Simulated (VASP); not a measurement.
Runs of VASP 6.6.1 on K2SnSe2. Symmetry: Fmmm, No. 69, orthorhombic system. The conventional cell has a = 6.372 Å, b = 6.437 Å, c = 13.975 Å, α = 90.00°, β = 90.00°, γ = 90.00°. Around K (site symmetry 222) lie 4 Se at 2.76 Å. Around Sn (site symmetry mmm) lie 8 Se at 3.72 to 3.74 Å and 8 K at 4.16 Å. Around Se (site symmetry mm2) lie 4 K at 2.76 Å. The cell was built by a generator and needn't be a form met in nature.

```csv
task,level,potentials or basis,cell,cutoff (eV),smearing,gap on the mesh (eV),pressure (GPa),relaxed volume (Å³/atom),largest force (eV/Å)
relaxation of cell and atoms,PBE+D3,"VASP PAW PBE potentials, release 64 (K_pv, Sn, Se)",relaxed,580,gaussian 0.01 eV,0.30,0.0,31.23,0.01
relaxation of cell and atoms,PBE,"VASP PAW PBE potentials, release 64 (K_sv, Sn_d, Se)",relaxed,600,gaussian 0.05 eV,0.24,0.0,(a),-
electric field gradients,PBE+MBD-FI,"VASP PAW PBE potentials, release 64 (K_sv_GW, Sn_d_GW, Se_GW)",as given,600,gaussian 0.05 eV,(b),2.6,-,(c)
single point,PBE,"VASP PAW PBE potentials, release 64 (K_sv, Sn_d, Se)",as given,520,fermi-dirac 0.05 eV,0.10,8.9,-,3.59
```

Alike in all rows: no spin polarisation; k mesh 6 × 6 × 6.

Estimate the missing entries.

(a) 31.13; (b) 0.09; (c) 3.14.

Caveats: spin-orbit coupling is left out, which moves the levels of the heavy elements; forces of over 1 eV/Å show positions far from the minimum, so gaps and moduli don't describe the material at rest (some runs).

A k mesh can miss the band edges, and the runs leave out spin-orbit coupling on Se, Sn.

The runs don't all hold the same shells in valence.
